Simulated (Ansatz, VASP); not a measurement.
# Ca2TeSe (CuAu-ordered zincblende type (invented)) in two plane-wave programs, part 3 of 3

One calculation is typed for both programs; each brings its own data sets. How far apart do they land? The cell is generated by rule, not measured, and may not be a known phase. The cell is taken from a series of runs on this material, whose earlier steps may have relaxed, scaled, displaced or heated it; both programs get it as it stands.

VASP 6.6.1 and Ansatz 0.2.0.

So far: The structure; VASP: zone-centre phonons, PBEsol.

## Step 3: Ansatz: zone-centre phonons, PBEsol

Level of this step: Ansatz beside VASP: Kohn-Sham DFT, plane waves, PBEsol (Ansatz).

Ansatz runs on its default PAW (the set named soft_2) files.

The same cell, functional and mesh now go to Ansatz, which takes its cutoff from its data sets.

File input.yaml:

```yaml
crystal:
  lattice:
    - [4.8106265429, 0.0, 0.0]
    - [0.0, 4.8106265429, 0.0]
    - [0.0, 0.0, 6.6318243935]
  atoms:
    - { symbol: Se, position: [0.0, 0.0, 0.0] }
    - { symbol: Te, position: [0.5, 0.5, 0.5] }
    - { symbol: Ca, position: [0.0, 0.5, 0.2263429751] }
    - { symbol: Ca, position: [0.5, 0.0, 0.7736570249] }
kpoints:
  mp_grid: { grid: [6, 6, 4] }
hamiltonian:
  xc: pbesol
scf:
  occupations: { method: fixed }
output:
  eigenvalues: true
phonons:
  method: dfpt
  dielectric: true
  rigid_motions: translations
```

Started as:

```bash
ansatz run input.yaml --threads 2 --pin off --max-ram 5120MiB --backend cpu --events-out ev --progress --plain --runs-dir out
```

Numbers of over 12 decimals in the logs are rounded to 6 here.

The program printed:

```text
Engine: ansatz 0.2.0, aarch64-unknown-linux-gnu
Pseudopotentials: kind: paw
Pseudopotential: Se, paw, valence charge 16, recommended cutoff 420 eV (normal), Se.paw.azcp
Pseudopotential: Te, paw, valence charge 16, recommended cutoff 420 eV (normal), Te.paw.azcp
Pseudopotential: Ca, paw, valence charge 10, recommended cutoff 420 eV (normal), Ca.paw.azcp
Functional definition: PBEsol
  exchange = pbesol_x
  correlation = pbesol_c
Crystal: 4 atoms, lattice volume = 153.475 Å³
Basis set: ecut = 420 eV, 2963 PW (Γ), exchange–correlation on 72×72×90 points (8 copies of the dense FFT grid, shifted against one another)
Bands: 32, of which v1, the nominal top of the filled ones, is band 26 counted from 1 (25 counted from 0)
Symmetry: 8 space group operations
k-points: 76 of 144 (irreducible under 1 space group operation, time reversal used)
Non-local potential: Se, projectors of the file, l = 0: 2, l = 1: 2, l = 2: 3, l = 3: 1
Non-local potential: Te, projectors of the file, l = 0: 2, l = 1: 2, l = 2: 2, l = 3: 2
Non-local potential: Ca, projectors of the file, l = 0: 3, l = 1: 2, l = 2: 2
PAW form: soft (Blöchl's): semilocal exchange-correlation on the pseudo side does not see the compensation charge
PAW frozen core: Se, regenerated for the run's functional, and the local potential with it (the file was generated under x = pbe(κ = 0.804, μ = 0.219515), c = pbe(β = 0.066725))
PAW frozen core: Te, regenerated for the run's functional, and the local potential with it (the file was generated under x = pbe(κ = 0.804, μ = 0.219515), c = pbe(β = 0.066725))
PAW frozen core: Ca, regenerated for the run's functional, and the local potential with it (the file was generated under x = pbe(κ = 0.804, μ = 0.219515), c = pbe(β = 0.066725))
PAW one-centre angular grid: Se, 590 points (default); XC on 64 Gauss nodes
PAW one-centre angular grid: Te, 590 points (default); XC on 64 Gauss nodes
PAW one-centre angular grid: Ca, 110 points (default); XC on 64 Gauss nodes
Initial density: superposition of atomic densities (neutral atoms: chi_scale 0, normalization atom), corrected by the library's trained network
Initial wavefunctions: pseudopotential atomic-orbital guess
Functional: x = pbesol(κ = 0.804, μ = 0.123457), c = pbesol(β = 0.046)
SCF iter   1: F=—  HF=-15919.296006 eV  |F-HF|=—  |Δ(HF+E_count)|=         —  Δρ=2.40e-3  dr2=1.37e-2  ethr=1.77e-3  ⟨swp⟩=5.4  Hψ=10218  notcnv=0  defer=273
preconditioner: auto → Resta (q_TF=auto, 2.278 Å⁻¹)  ε∞=3.6  [insulator: Δε(μ)=2.427 eV  Ē_g=7.391 eV  n_scr=28 (ndim 8)  ℏωp=12.0 eV  f_vac=0.166  ε∞_Penn≈3.6]
SCF iter   2: F=—  HF=-15919.293224 eV  |F-HF|=—  |Δ(HF+E_count)|=   2.78e-3  Δρ=1.14e-3  dr2=3.86e-3  ethr=2.64e-5  ⟨swp⟩=4.0  Hψ=4452  notcnv=0  defer=304
SCF iter   3: F=—  HF=-15919.293203 eV  |F-HF|=—  |Δ(HF+E_count)|=   2.16e-5  Δρ=3.56e-4  dr2=4.49e-4  ethr=7.43e-6  ⟨swp⟩=2.2  Hψ=3032  notcnv=0  defer=304
SCF iter   4: F=—  HF=-15919.293437 eV  |F-HF|=—  |Δ(HF+E_count)|=   2.34e-4  Δρ=1.13e-4  dr2=3.75e-5  ethr=8.63e-7  ⟨swp⟩=2.8  Hψ=3909  notcnv=0  defer=304
SCF iter   5: F=—  HF=-15919.293472 eV  |F-HF|=—  |Δ(HF+E_count)|=   3.47e-5  Δρ=4.33e-5  dr2=4.03e-6  ethr=7.21e-8  ⟨swp⟩=2.0  Hψ=4307  notcnv=0  defer=273
SCF iter   6: F=—  HF=-15919.293473 eV  |F-HF|=—  |Δ(HF+E_count)|=   8.68e-7  Δρ=1.79e-5  dr2=6.47e-7  ethr=7.75e-9  ⟨swp⟩=2.0  Hψ=4293  notcnv=0  defer=219
SCF iter   7: F=—  HF=-15919.293474 eV  |F-HF|=—  |Δ(HF+E_count)|=   1.31e-6  Δρ=5.67e-6  dr2=1.01e-7  ethr=1.24e-9  ⟨swp⟩=2.0  Hψ=4280  notcnv=0  defer=220
SCF iter   8: F=—  HF=-15919.293474 eV  |F-HF|=—  |Δ(HF+E_count)|=   1.58e-7  Δρ=2.03e-6  dr2=1.27e-8  ethr=1.93e-10  ⟨swp⟩=2.0  Hψ=4279  notcnv=0  defer=221
SCF iter   9: F=—  HF=-15919.293474 eV  |F-HF|=—  |Δ(HF+E_count)|=   2.24e-8  Δρ=5.14e-7  dr2=9.63e-10  ethr=2.43e-11  ⟨swp⟩=2.0  Hψ=2857  notcnv=0  defer=221
SCF iter  10: F=-15919.293474 eV  HF=-15919.293474 eV  |F-HF|=8.37e-11  |Δ(HF+E_count)|=   1.30e-9  Δρ=1.35e-7  dr2=4.47e-11  ethr=1.00e-12  ⟨swp⟩=15.5  Hψ=18787  notcnv=0
SCF 1 converged in 10 iterations: F = -15919.293474 eV  dr2 = 4.47e-11
  greatest PAW one-centre occupation: 1.000 electrons in one spin orbital (limit 2), on the Se atom at site 0 (counted from 0), in its partial waves of l = 2
DFPT response loops at Γ: preconditioner auto → none (the input reference at scf.mixing.eps_inf says where Resta's filter doesn't serve); β = 0.50; Broyden in place of MSR1
── the response to a field inside a basis, on 6×6×4 k-points: an SCF that follows is theirs, and a resumed run solves both again ──
Bands: 27, of which v1, the nominal top of the filled ones, is band 26 counted from 1 (25 counted from 0)
k-points: 12 of 144 (time reversal used)
Initial density: handed on by an earlier stage of this run
Initial wavefunctions: pseudopotential atomic-orbital guess (no wavefunctions were taken with the density)
Eigensolver: Dense (12 Hₖ)
SCF iter   1: F=—  HF=-15919.276641 eV  |F-HF|=—  |Δ(HF+E_count)|=         —  Δρ=9.31e-5  dr2=3.16e-6  ethr=1.00e-1
preconditioner: auto → Resta (q_TF=auto, 2.278 Å⁻¹)  ε∞=4.5  [insulator: Δε(μ)=2.757 eV  Ē_g=6.377 eV  n_scr=28 (ndim 8)  ℏωp=12.0 eV  f_vac=0.150  ε∞_Penn≈4.5]
SCF iter   2: F=—  HF=-15919.276648 eV  |F-HF|=—  |Δ(HF+E_count)|=   6.32e-6  Δρ=5.14e-5  dr2=1.15e-6  ethr=6.07e-9
SCF iter   3: F=—  HF=-15919.276651 eV  |F-HF|=—  |Δ(HF+E_count)|=   2.93e-6  Δρ=1.02e-5  dr2=1.11e-7  ethr=2.22e-9
SCF iter   4: F=-15919.276651 eV  HF=-15919.276651 eV  |F-HF|=8.85e-9  |Δ(HF+E_count)|=   1.02e-7  Δρ=2.29e-6  dr2=1.31e-8  ethr=2.13e-10
SCF 1 converged in 4 iterations: F = -15919.276651 eV  dr2 = 1.31e-8
DFPT response loops at Γ: mixed as the last ones told, above
SCF converged after 10 iterations
Free energy (F): -15919.293474 eV
Harris-Foulkes:  -15919.293474 eV  (|F-HF|=8.37e-11)
Internal energy: -15919.293474 eV  (E = F + TS)
E sigma→0 (E₀):  -15919.293474 eV
Fermi energy:    3.585518 eV
--- Per-component energies (eV) ---
  E_band       = -1065.426258
  E_kinetic    = 856.574023
  E_local      = -6395.266124  (includes V_loc(G=0)·N_el)
  E_nonlocal   = -771.614061
  E_hartree    = 3040.449881
  E_xc         = -499.057515
  E_vxc        = -543.807299  (∫ρ·V_xc dr)
  E_paw        = -8126.251699  (= ΣΔE_a)
  E_vpaw       = -292.211753  (= ΣTr[D̂ρ^β])
  E_aug_tail   = -0.000797  (compensation charges beyond the density's cutoff)
  E_ewald      = -4025.748036
  E_core_change = 1.620854  (= ΣΔE_core)
  E_smearing   = -0.000000  (= −TS)
  E_closure    = 0.000000  (closes the sum)
  Σ components = -15919.293474   (vs F -15919.293474, Δ=0.00e0)
--- Band table (eV; the first three rows and the last of 76) ---
  k-point 0: bands = [... 22 lower, 2.7781, 3.1766, 3.4807, 3.4807, 5.9956, 6.7323, 7.7283, 8.1428, ... 2 higher]
  k-point 1: bands = [... 22 lower, 2.7756, 2.8278, 3.4722, 3.4722, 6.5022, 7.0903, 8.0687, 8.1203, ... 2 higher]
  k-point 2: bands = [... 22 lower, 2.7730, 2.7730, 3.4638, 3.4638, 7.1073, 7.3297, 8.3526, 8.3550, ... 2 higher]
  k-point 75: bands = [... 22 lower, 2.6535, 2.6535, 3.0076, 3.1245, 6.5661, 6.8890, 7.7983, 7.7983, ... 2 higher]
--- Phonons (Γ-DFPT): 7 representative perturbations + reference, on 76 of 144 k-points (Σ response iterations 23) ---
  k mesh reduced under 1 symmetry operation, with k and −k counted as one. Each operation leaves every solved perturbation unchanged. A smaller set is not considered because the run solves the response to a homogeneous field
  ASR residual: 7.536e-5 → 0.000e0 eV/Å²; symmetrization residual: 8.405e-6 eV/Å²
  ASR residual per site (eV/Å²): 1.69e-5 7.54e-5 5.89e-5 5.89e-5
  Γ frequencies (cm⁻¹): 0.00 0.00 0.00 51.31 51.31 119.47 184.54 184.54 186.57 198.83 198.83 205.40
  ε∞ (high-frequency dielectric tensor):
        4.197870     0.000000    -0.000000
        0.000000     4.197870     0.000000
       -0.000000     0.000000     4.239024
  ε⁰ (static dielectric tensor: ions relaxed, cell fixed):
        6.514210    -0.000000     0.000000
       -0.000000     6.514210     0.000000
        0.000000     0.000000     6.637499
  ε⁰ − ε∞ (ionic part):
        2.316340    -0.000000     0.000000
       -0.000000     2.316340     0.000000
        0.000000     0.000000     2.398475
  softest optical mode at Γ: 51.31 cm⁻¹; the repairs (sum rule, projections) moved no ω² at Γ by more than (1.04 cm⁻¹)²
  Born effective charges Z* (e; rows j = field, columns β = displacement):
    site 0:
        -2.07812    0.00000   -0.00000
         0.00000   -2.07812    0.00000
        -0.00000    0.00000   -1.88252
    site 1:
        -1.80382    0.00000   -0.00000
         0.00000   -1.80382    0.00000
        -0.00000    0.00000   -1.96848
    site 2:
         1.88508    0.00000    0.00000
         0.00000    1.99685    0.00000
         0.00000    0.00000    1.92550
    site 3:
         1.99685    0.00000    0.00000
         0.00000    1.88508    0.00000
         0.00000    0.00000    1.92550
  Z* charge neutrality: 3.969e-3 e pre-enforcement
  solved inside a basis spanned on kpoints, on 6×6×4 k-points, its susceptibility summed on 10×10×8: ε∞ is read to err by 1.1e-2, Z* by 1.9e-2 e (field_mesh: kpoints solves on kpoints); Z* is corrected for what the basis lacks
  optical modes at Γ without the LO–TO term, one row a degenerate level:
      ω (cm⁻¹)  modes    IR ((D/Å)²/amu)
         51.31      2             0.0061
        119.47      1             0.0020
        184.54      2             4.4257
[...]
optical modes at Γ + LO–TO along q̂ = [1.0000, 0.0000, 0.0000]:
      ω (cm⁻¹)  modes    IR ((D/Å)²/amu)
[...]
optical modes at Γ + LO–TO along q̂ = [0.0000, 1.0000, 0.0000]:
      ω (cm⁻¹)  modes    IR ((D/Å)²/amu)
[...]
205.40      1             0.0000
        241.60      1             6.1054
  optical modes at Γ + LO–TO along q̂ = [0.0000, 0.0000, 1.0000]:
      ω (cm⁻¹)  modes    IR ((D/Å)²/amu)
         51.31      2             0.0061
        119.48      1             0.0005
        184.54      2             4.4257
        198.83      2             7.9500
        205.40      1             0.0000
        233.43      1             6.0039
```

## Step 4: Comparison

Known differences besides the potentials themselves: fixed occupations in Ansatz, narrow Gaussian smearing in VASP; VASP's response is taken on the typed mesh, Ansatz refines its own for the field response alone; the data sets hold 52 valence electrons in Ansatz (on its default PAW (the set named soft_2) files) and 32 in VASP; the cutoff is 420 eV in Ansatz and 500 eV in VASP; Ansatz makes its cores anew for this functional, VASP keeps those of its PBE data sets. Total energies have different zeros and are not compared.

The two programs side by side:

| quantity | Ansatz | VASP | difference |
| --- | --- | --- | --- |
| ε∞ xx | 4.20 | 4.21 | -0.21 % |
| ε∞ yy | 4.20 | 4.21 | -0.21 % |
| ε∞ zz | 4.24 | 4.25 | -0.19 % |
| Born charge of Se1 (mean of the diagonal) (e) | -2.01 | -2.01 | 0.00 |
| Born charge of Te2 (mean of the diagonal) (e) | -1.86 | -1.86 | 0.00 |
| Born charge of Ca3 (mean of the diagonal) (e) | 1.94 | 1.93 | 0.00 |
| optical mode 1 to 2 (cm⁻¹) | 51.3 | 50.8 | +0.96 % |
| optical mode 3 (cm⁻¹) | 119.5 | 119.8 | -0.26 % |
| optical mode 4 to 5 (cm⁻¹) | 184.5 | 185.7 | -0.62 % |
| optical mode 6 (cm⁻¹) | 186.6 | 187.5 | -0.51 % |
| optical mode 7 to 8 (cm⁻¹) | 198.8 | 200.4 | -0.80 % |
| optical mode 9 (cm⁻¹) | 205.4 | 206.2 | -0.37 % |

Modes are paired by rising frequency, not by their patterns, so a pair may set unlike modes beside each other; they are those without the splitting of longitudinal modes.

## Step 5: Outcome

| Property | Result |
| --- | --- |
| r.m.s. difference of the optical zone-centre modes, each program's sorted by frequency (zone-centre phonons, PBEsol) | 1.0 cm⁻¹ |
| difference in optical mode 1 to 2 (zone-centre phonons, PBEsol) | +1.0 % |

In words: The r.m.s. difference of the optical zone-centre modes, each program's sorted by frequency is 1.0 cm⁻¹ (zone-centre phonons, PBEsol). The data sets hold unlike numbers of valence electrons (52 in Ansatz and 32 in VASP), so part of the differences comes from the potentials. Among the rows given in per cent, the largest difference of the zone-centre phonons, PBEsol pair is in optical mode 1 to 2, +1.0 %. How closely two codes agree says nothing of how well the functional describes the real material.

[Lines on the potential files, build, host, timing and source positions are cut from VASP's logs without a mark.]

[Logs are printed without paths, hosts, clocks, repeated set-up lines and the standing remarks that a program may print on its own settings, such as how far it seeks lower states.]

[Hosts, paths, dates, database ids (printed as entryN), source tags and the programs' standing remarks are cut or masked in the printed files.]
